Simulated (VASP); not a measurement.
OSZICAR of a VASP run on HgTe (atoms displaced from the space group 152 structure):

### OSZICAR
```
       N       E                     dE             d eps       ncg     rms          rms(c)
DAV:   1     0.254240916290E+03    0.25424E+03   -0.17739E+04   640   0.948E+02
DAV:   2    -0.670922496395E+00   -0.25491E+03   -0.25005E+03   720   0.261E+02
DAV:   3    -0.132621617449E+02   -0.12591E+02   -0.12529E+02   744   0.597E+01
DAV:   4    -0.134294530389E+02   -0.16729E+00   -0.16721E+00   776   0.627E+00
DAV:   5    -0.134309294375E+02   -0.14764E-02   -0.14763E-02   784   0.618E-01    0.120E+01
DAV:   6    -0.126600560868E+02    0.77087E+00   -0.22467E+00   648   0.128E+01    0.986E+00
DAV:   7    -0.126333355728E+02    0.26721E-01   -0.61168E-01   768   0.342E+00    0.352E+00
DAV:   8    -0.126242736932E+02    0.90619E-02   -0.55697E-02   680   0.192E+00    0.107E+00
DAV:   9    -0.126236474062E+02    0.62629E-03   -0.59061E-03   752   0.599E-01    0.290E-01
DAV:  10    -0.126234877781E+02    0.15963E-03   -0.70654E-04   736   0.216E-01    0.987E-02
DAV:  11    -0.126235204056E+02   -0.32628E-04   -0.42721E-04   736   0.134E-01    0.979E-02
DAV:  12    -0.126235031187E+02    0.17287E-04   -0.64437E-05   736   0.579E-02    0.647E-02
DAV:  13    -0.126235029797E+02    0.13900E-06   -0.43261E-06   640   0.842E-03
   1 F= -.12623503E+02 E0= -.12623503E+02  d E =-.705279E-07
```

Q: Which electronic solver shows in the log?

A: It is blocked Davidson (ALGO = Normal, or the opening steps of other solvers). The INCAR had ALGO = Normal.

Q: Can the final energy be trusted as converged?

A: The run converged. It stopped with EDIFF = 1E-6, NELM = 100 (PBEsol GGA, plane waves, VASP's PBE PAW potentials (set 64)).

The structure comes from a computed database's HgTe entry; how it stands against other phases isn't given here. The cell was not relaxed at this level, atoms are displaced from their ideal sites. The k-mesh is coarse (spacing up to 0.52 per Å, 2π included), so the numbers may not be converged in it.
